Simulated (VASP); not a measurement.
# HfSi2B4 (P1) in VASP: relaxation of cell and atoms with PBE

Aim: the relaxation of cell and atoms of HfSi2B4 with PBE.

All numbers are computed with VASP 6.6.1; they aren't measurements. Logs are shortened: lines on timing, memory, paths and dates and some standing lists are left out, and cuts for length are marked.

## (1) The crystal as given

The typed cell holds 14 atoms: a = 5.496 Å, b = 3.144 Å, c = 9.059 Å, α = 91.50°, β = 90.93°, γ = 89.91°.

The cell was built by a generator and needn't be a form met in nature.

## (2) Relaxation of cell and atoms, PBE

File INCAR:

```
PREC = Normal
ENCUT = 520
EDIFF = 1E-5
ISMEAR = 0
SIGMA = 0.15
LREAL = Auto
LASPH = T
NELM = 80
ALGO = Fast
ISIF = 3
LWAVE = F
LCHARG = F
GGA = PE
IBRION = 2
NSW = 110
EDIFFG = -0.03
ISYM = 0
KPAR = 2
```

File KPOINTS:

```
Automatic mesh
0
Gamma
  4 7 3
```

File POSCAR:

```
HfSi2B4
1.0
    5.4960635700      0.0041241000     -0.0365291300
    0.0023363400      3.1439465400     -0.0404436800
   -0.0867588700     -0.1212372500      9.0576183700
Hf Si B
2 4 8
Direct
    0.9885894200      0.0520590200      0.9712316300
    0.4950182900      0.5095994600      0.0031122900
    0.1987503700      0.0064152000      0.3680794800
    0.8049980600      0.1241552700      0.3937160100
    0.7027514300      0.4136685100      0.5930442700
    0.3793621900      0.9130506600      0.5891494900
    0.1661138100      0.4929834800      0.8069248500
    0.6594272800      0.0049298800      0.8069392900
    0.2925809500      0.9800009800      0.8118381600
    0.8336721800      0.5944031100      0.8337779000
    0.3425921200      0.0242061300      0.1672666900
    0.8651776300      0.4732243500      0.1651983800
    0.1171349300      0.4384152600      0.1927795500
    0.6148399700      0.0252353900      0.1810526100
```

Potentials or basis: VASP PAW PBE potentials, release 64 (Hf_pv, Si, B).

Launch:

```
$ cat potpaw_PBE.64/Hf_pv/POTCAR potpaw_PBE.64/Si/POTCAR potpaw_PBE.64/B/POTCAR > POTCAR
$ mpirun -np 2 vasp_std > vasp.out
```

OUTCAR:

```text
PREC = Normal
   ENCUT = 520
   EDIFF = 1E-5
   ISMEAR = 0
   LREAL = Auto
   LASPH = T
   NELM = 80
   ISIF = 3
   GGA = PE
   IBRION = 2
   NSW = 110
   EDIFFG = -0.03
   ISYM = 0

 ion  position               nearest neighbor table
   1  0.989  0.052  0.971-  10 2.05   9 2.23  12 2.28   7 2.29  10 2.29   8 2.33  13 2.41   7 2.48
                            11 2.62  12 2.66  14 2.82  13 2.90   2 3.08   2 3.14   2 3.23   2 3.27
   2  0.495  0.510  0.003-  11 2.33  11 2.33  14 2.33  14 2.34  10 2.45  12 2.49   7 2.51   8 2.53
                             9 2.55   8 2.57   9 2.61  13 2.73   1 3.08   1 3.14   1 3.23   1 3.27
   3  0.199  0.006  0.368-  11 2.00  13 2.16   4 2.21   6 2.25  13 2.40
   4  0.805  0.124  0.394-   5 2.09  14 2.19   3 2.21  12 2.40   5 2.97   6 3.04
   5  0.703  0.414  0.593-   4 2.09  10 2.34   8 2.37   6 2.37   6 2.38   4 2.97
   6  0.379  0.913  0.589-   9 2.09   3 2.25   5 2.37   5 2.38   8 2.49   4 3.04
   7  0.166  0.493  0.807-   9 1.68   9 1.76  10 1.87   1 2.29   1 2.48   2 2.51
   8  0.659  0.005  0.807-  10 1.63   9 2.02  10 2.09   1 2.33   5 2.37   6 2.49   2 2.53   2 2.57

   9  0.293  0.980  0.812-   7 1.68   7 1.76   8 2.02   6 2.09   1 2.23   2 2.55   2 2.61
  10  0.834  0.594  0.834-   8 1.63   7 1.87   1 2.05   8 2.09   1 2.29   5 2.34   2 2.45
  11  0.343  0.024  0.167-  14 1.50  13 1.81   3 2.00   2 2.33   2 2.33   1 2.62
  12  0.865  0.473  0.165-  13 1.41  14 1.98   1 2.28   4 2.40   2 2.49   1 2.66
  13  0.117  0.438  0.193-  12 1.41  11 1.81   3 2.16   3 2.40   1 2.41   2 2.73   1 2.90
  14  0.615  0.025  0.181-  11 1.50  12 1.98   4 2.19   2 2.33   2 2.34   1 2.82

IMPORTANT INFORMATION: All symmetrisations will be switched off!
NOSYMM: (Re-)initialisation of all symmetry stuff for point group C_1.

----------------------------------------------------------------------------------------

                                     Primitive cell

  volume of cell :     156.4726

  direct lattice vectors                    reciprocal lattice vectors
     5.496063570  0.004124100 -0.036529130     0.181960064 -0.000112817  0.001741404
     0.002336340  3.143946540 -0.040443680    -0.000210426  0.318126474  0.004256143
    -0.086758870 -0.121237250  9.057618370     0.000732900  0.001420029  0.110430326

  length of vectors
     5.496186510  3.144207531  9.058845186     0.181968431  0.318155013  0.110441887

  position of ions in fractional coordinates (direct lattice)
     0.988589420  0.052059020  0.971231630
     0.495018290  0.509599460  0.003112290
     0.198750370  0.006415200  0.368079480
     0.804998060  0.124155270  0.393716010
     0.702751430  0.413668510  0.593044270
     0.379362190  0.913050660  0.589149490
     0.166113810  0.492983480  0.806924850
     0.659427280  0.004929880  0.806939290
     0.292580950  0.980000980  0.811838160
     0.833672180  0.594403110  0.833777900
     0.342592120  0.024206130  0.167266690
     0.865177630  0.473224350  0.165198380
     0.117134930  0.438415260  0.192779550
     0.614839970  0.025235390  0.181052610

  ion indices of the primitive-cell ions
   primitive index   ion index
                 1           1
                 2           2
                 3           3
                 4           4
                 5           5
                 6           6
                 7           7
                 8           8
                 9           9
                10          10
                11          11
                12          12
                13          13
                14          14

----------------------------------------------------------------------------------------

 KPOINTS: Automatic mesh

Automatic generation of k-mesh.
 Grid dimensions read from file:
 generate k-points for:    4    7    3

 Generating k-lattice:

  Cartesian coordinates                     Fractional coordinates (reciprocal lattice)
     0.045490016 -0.000028204  0.000435351     0.250000000  0.000000000 -0.000000000
    -0.000030061  0.045446639  0.000608020     0.000000000  0.142857143  0.000000000
     0.000244300  0.000473343  0.036810109     0.000000000  0.000000000  0.333333333

  Length of vectors
     0.045492108  0.045450716  0.036813962

  Shift w.r.t. Gamma in fractional coordinates (k-lattice)
     0.000000000  0.000000000  0.000000000

 Subroutine IBZKPT returns following result:
 ===========================================

 Found     43 irreducible k-points:

 Following reciprocal coordinates:
            Coordinates               Weight
  0.000000  0.000000  0.000000      1.000000
  0.250000  0.000000  0.000000      2.000000
  0.500000  0.000000  0.000000      1.000000
  0.000000  0.142857 -0.000000      2.000000
  0.250000  0.142857  0.000000      2.000000
  0.500000  0.142857 -0.000000      2.000000
[... 16 lines left out ...]
 -0.250000  0.142857  0.333333      2.000000
  0.000000  0.285714  0.333333      2.000000
 [... further k-points ...]
   k-points           NKPTS =     43   k-points in BZ     NKDIM =     43   number of bands    NBANDS=     38
   number of dos      NEDOS =    301   number of ions     NIONS =     14
   total plane-waves  NPLWV =  31104
   dimension x,y,z NGX =    32 NGY =   18 NGZ =   54
   dimension x,y,z NGXF=    64 NGYF=   36 NGZF=  108
   ions per type =               2   4   8
   NGX,Y,Z   is equivalent  to a cutoff of   9.68,  9.52,  9.91 a.u.
   NGXF,Y,Z  is equivalent  to a cutoff of  19.36, 19.03, 19.82 a.u.
 SYSTEM =  unknown system
   PREC   = normal    normal or accurate (medium, high low for compatibility)
   ISTART =      0    job   : 0-new  1-cont  2-samecut
   ICHARG =      2    charge: 1-file 2-atom 10-const
   ISPIN  =      1    spin polarized calculation?
   LNONCOLLINEAR =      F non collinear calculations
   LSORBIT =      F    spin-orbit coupling
   LASPH  =      T    aspherical Exc in radial PAW
   ENCUT  =  520.0 eV  38.22 Ry    6.18 a.u.  10.22  5.85 16.84*2*pi/ulx,y,z
   NELM   =     80;   NELMIN=  2; NELMDL= -5     # of ELM steps
   EDIFF  = 0.1E-04   stopping-criterion for ELM
   LREAL  =      T    real-space projection
   EDIFFG = -.3E-01   stopping-criterion for IOM
   NSW    =    110    number of steps for IOM
   IBRION =      2    ionic relax: 0-MD 1-quasi-New 2-CG
   NFREE  =      1    steps in history (QN), initial steepest desc. (CG)
   ISIF   =      3    stress and relaxation
   ISYM   =      0    0-nonsym 1-usesym 2-fastsym
   POTIM  = 0.5000    time-step for ionic-motion
   TEBEG  =    0.0;   TEEND  =   0.0 temperature during run
   PSTRESS=    0.0 pullay stress
   NELECT =      60.0000    total number of electrons
   NUPDOWN=      -1.0000    fix difference up-down
   EMIN   =  10.00;   EMAX   =-10.00  energy-range for DOS
   EFERMI =   0.00;   METHOD = LEGACY
   ISMEAR =     0;   SIGMA  =   0.15  broadening in eV -4-tet -1-fermi 0-gaus
   EFERMI_NEDOS =   21; number of points for ismear=-14 and -15
   IALGO  =     68    algorithm
   IMIX   =      4    mixing-type and parameters
     AMIX     =   0.40;   BMIX     =  1.00
     AMIX_MAG =   1.60;   BMIX_MAG =  1.00
  volume/ion in A,a.u.               =      11.18        75.42
  Fermi-wavevector in a.u.,A,eV,Ry     =   1.189358  2.247560 19.246416  1.414572
  Thomas-Fermi vector in A             =   2.325467
   LORBIT       =      0    0 simple, 1 ext, 2 COOP (PROOUT), +10 PAW based schemes
   GGA     = PE    functional components
   LHFCALC =     F    Hartree Fock is set to
   AEXX    =    0.0000 exact exchange contribution
   IVDW    =     0    specifies the selected vdW correction
   LEPSILON=     F    determine dielectric tensor
   LRPA    =     F    only Hartree local field effects (RPA)
 conjugate gradient relaxation of ions
 non-spin polarized calculation
 RMM-DIIS sequential band-by-band and
 Gauss-broadening in eV      SIGMA  =   0.15
  energy-cutoff  :      520.00
  volume of cell :      156.47
 maximum number of plane-waves:      4240
   NGX = 21   NGY = 11   NGZ = 33

--------------------------------------- Ionic step        1  -------------------------------------------

 number of electron      59.9999999 magnetization

 Free energy of the ion-electron system (eV)
  ---------------------------------------------------
  ext. energy  EPLUGINS =         0.00000000
  ---------------------------------------------------
  free energy    TOTEN  =       -91.42994360 eV

  energy without entropy =      -91.39632729  energy(sigma->0) =      -91.41313544

------------------------ aborting loop because EDIFF is reached ----------------------------------------

  FORCE on cell =-STRESS in cart. coord.  units (eV):
  Direction    XX          YY          ZZ          XY          YZ          ZX
  --------------------------------------------------------------------------------------
  -------------------------------------------------------------------------------------
  Total       21.7896368      9.5998405     16.0348165      0.1434591      6.0633328      1.8123166
  in kB      223.1116610     98.2961019    164.1860563      1.4689279     62.0845705     18.5569388
  external PRESSURE =     161.8646064 kB  Pullay stress =       0.0000000 kB
[... 125 lines left out ...]
  FREE ENERGIE OF THE ION-ELECTRON SYSTEM (eV)
  ---------------------------------------------------
  free  energy   TOTEN  =       -95.7136859804 eV

  energy  without entropy=      -95.6897181403  energy(sigma->0) =      -95.70170206

[... ionic steps 4 to 36 ...]

--------------------------------------- Ionic step       37  -------------------------------------------

 number of electron      59.9999994 magnetization

------------------------ aborting loop because EDIFF is reached ----------------------------------------
[... 91 lines left out ...]
--------------------------------------- Ionic step       39  -------------------------------------------

 number of electron      59.9999994 magnetization

 Free energy of the ion-electron system (eV)
  ---------------------------------------------------
  ext. energy  EPLUGINS =         0.00000000
  ---------------------------------------------------
  free energy    TOTEN  =       -97.54985806 eV

  energy without entropy =      -97.52438934  energy(sigma->0) =      -97.53712370

 E-fermi :   7.3300     XC(G=0): -11.3740

 val. band max:        7.3246683325   @ k =   0.2500  -0.2857   0.3333
 cond. band min:       7.3755038172   @ k =   0.0000   0.0000   0.0000
 fundamental gap:      0.0508354847
 Fermi energy:         7.3299557957

 k-point     1 :       0.0000    0.0000    0.0000
  band No.  band energies     occupation
      1     -23.3434      2.00000
      2     -23.1623      2.00000
      3     -23.0111      2.00000
      4     -22.7282      2.00000
      5     -22.6002      2.00000
      6     -22.5595      2.00000
[... 973 lines left out ...]
     37      10.6894      0.00000
     38      11.0470      0.00000

 [... further k-points ...]

------------------------ aborting loop because EDIFF is reached ----------------------------------------

  FORCE on cell =-STRESS in cart. coord.  units (eV):
  Direction    XX          YY          ZZ          XY          YZ          ZX
  --------------------------------------------------------------------------------------
  -------------------------------------------------------------------------------------
  Total       -0.0418789     -0.0082913      0.0193250     -0.0180935     -0.0232271     -0.0042258
  in kB       -0.4240985     -0.0839639      0.1957005     -0.1832290     -0.2352155     -0.0427939
  external PRESSURE =      -0.1041207 kB  Pullay stress =       0.0000000 kB
[... 29 lines left out ...]
  FREE ENERGIE OF THE ION-ELECTRON SYSTEM (eV)
  ---------------------------------------------------
  free  energy   TOTEN  =       -97.5498580601 eV

  energy  without entropy=      -97.5243893450  energy(sigma->0) =      -97.53712370

 reached required accuracy - stopping structural energy minimisation
```

It took 18 min on 2 MPI ranks of Intel Xeon Platinum 8488C (Sapphire Rapids), shared host; peak memory 0.28 GiB.

Results:

```yaml
Free_energy: -97.5499 eV
Relaxed_volume: 11.30 Å³/atom
Relaxed_cell: a = 5.481 Å, b = 3.104 Å, c = 9.299 Å, α = 89.90°, β = 90.24°, γ = 90.00°
Space_group_after_relaxing_to_0.05_Å: P1 (No. 1)
Energy_gained_by_relaxing: 437.1 meV/atom
Ionic_steps: 39
Pressure_after_relaxing: 0.0 GPa
Largest_force_after_relaxing: 0.021 eV/Å
Band_gap_on_the_k_mesh: none (metal or under the smearing width)
```

Forces in eV/Å, atoms in the order of the input:
```
Hf   0.001 -0.004  0.005
Hf  -0.001 -0.005  0.000
Si   0.008  0.012 -0.001
Si   0.012  0.008  0.007
Si  -0.010  0.018 -0.002
Si   0.002  0.002  0.002
B    0.000 -0.007 -0.004
B   -0.003 -0.008 -0.005
B   -0.002 -0.010  0.000
B    0.005 -0.009  0.003
B   -0.002  0.004 -0.002
B   -0.002 -0.001 -0.002
B    0.000  0.001 -0.006
B   -0.006 -0.002  0.004
```

Step by step:
| step | energy change (eV) | largest force (eV/Å) | pressure (GPa) | volume (Å³) |
| --- | --- | --- | --- | --- |
| 1 | 0.0000 | 10.3010 | 16.19 | 156.47 |
| 2 | -2.1187 | 5.2714 | -13.26 | 183.31 |
| 3 | -4.2837 | 3.2797 | -6.78 | 169.01 |
| 4 | -5.5717 | 1.3965 | -1.25 | 161.12 |
| 5 | -5.5993 | 1.4828 | 0.11 | 159.86 |
| 6 | -5.8730 | 0.5938 | 0.18 | 158.77 |
| 7 | -5.8745 | 0.5894 | 0.25 | 158.68 |
| 8 | -5.9483 | 0.4354 | -0.08 | 158.86 |
| 9 | -5.9606 | 0.3898 | -0.23 | 158.97 |
| 10 | -5.9950 | 0.3687 | 0.11 | 158.65 |
| 11 | -6.0080 | 0.4348 | 0.50 | 158.30 |
| 12 | -6.0318 | 0.3757 | -0.04 | 158.62 |
| 13 | -6.0434 | 0.3017 | -0.67 | 159.02 |
| 14 | -6.0627 | 0.2591 | 0.02 | 158.34 |
| 15 | -6.0678 | 0.2485 | 0.92 | 157.50 |
| 16 | -6.0794 | 0.2360 | 0.51 | 157.81 |
| 17 | -6.0817 | 0.3360 | 0.22 | 158.03 |
| 18 | -6.0926 | 0.2774 | -0.10 | 158.30 |
| 19 | -6.0958 | 0.2068 | -0.46 | 158.61 |
| 20 | -6.1038 | 0.2144 | -0.06 | 158.23 |
| 21 | -6.1071 | 0.1810 | 0.75 | 157.61 |
| 22 | -6.1077 | 0.1797 | 0.56 | 157.78 |
| 23 | -6.1130 | 0.1199 | -0.19 | 158.40 |
| 24 | -6.1131 | 0.1071 | -0.18 | 158.35 |
| 25 | -6.1147 | 0.0834 | 0.03 | 158.18 |
| 26 | -6.1151 | 0.0907 | 0.15 | 158.06 |
| 27 | -6.1165 | 0.0535 | 0.00 | 158.20 |
| 28 | -6.1169 | 0.0700 | -0.11 | 158.31 |
| 29 | -6.1180 | 0.0527 | 0.01 | 158.19 |
| 30 | -6.1181 | 0.0499 | 0.07 | 158.13 |
| 31 | -6.1186 | 0.0424 | -0.03 | 158.22 |
| 32 | -6.1187 | 0.0581 | -0.07 | 158.25 |
| 33 | -6.1191 | 0.0504 | -0.06 | 158.23 |
| 34 | -6.1194 | 0.0370 | -0.03 | 158.20 |
| 35 | -6.1191 | 0.0645 | 0.06 | 158.16 |
| 36 | -6.1194 | 0.0391 | 0.01 | 158.19 |
| 37 | -6.1197 | 0.0315 | 0.00 | 158.20 |
| 38 | -6.1198 | 0.0322 | 0.01 | 158.20 |
| 39 | -6.1199 | 0.0206 | -0.01 | 158.21 |

Final structure:
```
Hf Si B
1.0
     5.48096   -0.00006   -0.00432
     0.00028    3.10428    0.00335
    -0.03171    0.00684    9.29873
Hf Si B
2 4 8
Direct
  0.98529 0.00640 0.99023
  0.48747 0.50662 0.99253
  0.19559 0.00308 0.37392
  0.77702 0.99443 0.38640
  0.72858 0.49541 0.58885
  0.39109 0.99268 0.59799
  0.15285 0.50819 0.81324
  0.65275 0.00793 0.81346
  0.31218 0.00864 0.80831
  0.82303 0.50808 0.80195
  0.32432 0.00511 0.17433
  0.82187 0.50515 0.17613
  0.15416 0.50521 0.18487
  0.65481 0.00541 0.18189
```

Spin-orbit coupling is left out, which matters for the levels of Hf.
